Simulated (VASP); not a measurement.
The system is Ta3AsAu2O13.

```
Ta As Au O
1.0
     6.80067   -1.92163   -0.02621
     6.80067    1.92163   -0.02621
    -1.72225    0.00000   10.37288
Ta As Au O
3 1 2 13
Direct
  0.29832 0.29832 0.63042
  0.35838 0.35838 0.00386
  0.64153 0.64153 0.99841
  0.70210 0.70210 0.36249
  0.60176 0.60176 0.63181
  0.39989 0.39989 0.36577
  0.34257 0.34257 0.80557
  0.41638 0.41638 0.55635
  0.78159 0.78159 0.59389
  0.65958 0.65958 0.20071
  0.59095 0.59095 0.43486
  0.21897 0.21897 0.41156
  0.61546 0.61546 0.82214
  0.14400 0.14400 0.64097
  0.38300 0.38300 0.17947
  0.84498 0.84498 0.35825
  0.50050 0.50050 0.00258
  0.81269 0.81269 0.99232
  0.18737 0.18737 0.00856
```

The cell was built by a generator and needn't be a form met in nature.

- Program: VASP 6.6.1
- Task: single point
- Functional: PBE
- Potentials or basis: VASP PAW PBE potentials, release 64 (Ta_pv, As, Au, O)
- Cutoff: 520 eV
- k mesh: 7 × 7 × 3
- Occupations: fermi-dirac, width 0.05 eV
- Spin: no spin polarisation

On this cell: pressure 0.7 GPa; largest force 0.288 eV/Å; band gap on the k mesh none (metal or under the smearing width).

The same run follows on a disturbed copy (atoms moved at random, drawn with an rms of 0.05 Å):

```
Ta As Au O
1.0
     6.80067   -1.92163   -0.02621
     6.80067    1.92163   -0.02621
    -1.72225    0.00000   10.37288
Ta As Au O
3 1 2 13
Direct
  0.30395 0.29382 0.63277
  0.37654 0.34263 0.00242
  0.63089 0.64752 0.99839
  0.69896 0.70681 0.36672
  0.59724 0.61028 0.63430
  0.39520 0.40296 0.36562
  0.32378 0.35869 0.80083
  0.40612 0.42828 0.56036
  0.78106 0.78389 0.59182
  0.66383 0.64987 0.20145
  0.58932 0.59052 0.43637
  0.21202 0.22076 0.41200
  0.62284 0.60747 0.82466
  0.13290 0.14854 0.64272
  0.37513 0.39898 0.18039
  0.85051 0.83365 0.35663
  0.49929 0.50078 0.00524
  0.81188 0.81148 0.99401
  0.18595 0.18909 0.00542
```

What does the disturbed cell give?

The energy (extrapolated to zero smearing) moves by +17.3 meV/atom; pressure 1.1 GPa; largest force 3.089 eV/Å; band gap on the k mesh none (metal or under the smearing width).

Forces in eV/Å, atoms in the order of the input:
```
Ta  -0.706  0.294 -2.946
Ta  -0.939  0.698  1.196
Ta   1.062 -0.272  1.436
As  -0.460 -0.105 -1.014
Au  -0.620 -0.108 -0.293
Au   0.094 -0.398  0.714
O    0.496 -0.144  3.045
O    0.151 -0.142 -0.557
O   -0.199 -0.110  0.022
O    0.206  0.145  0.354
O    0.002  0.091  0.283
O    0.190 -0.292  0.160
O   -0.085  0.235 -0.965
O    0.656 -0.157  0.064
O   -0.213 -0.301 -0.943
O    0.243  0.852  0.031
O   -0.169 -0.090 -0.476
O    0.396 -0.167 -0.237
O   -0.103 -0.029  0.127
```

Stress tensor (GPa, compression positive):
```
 1.60 -0.21 -0.09
-0.21  0.33 -0.09
-0.09 -0.09  1.46
```
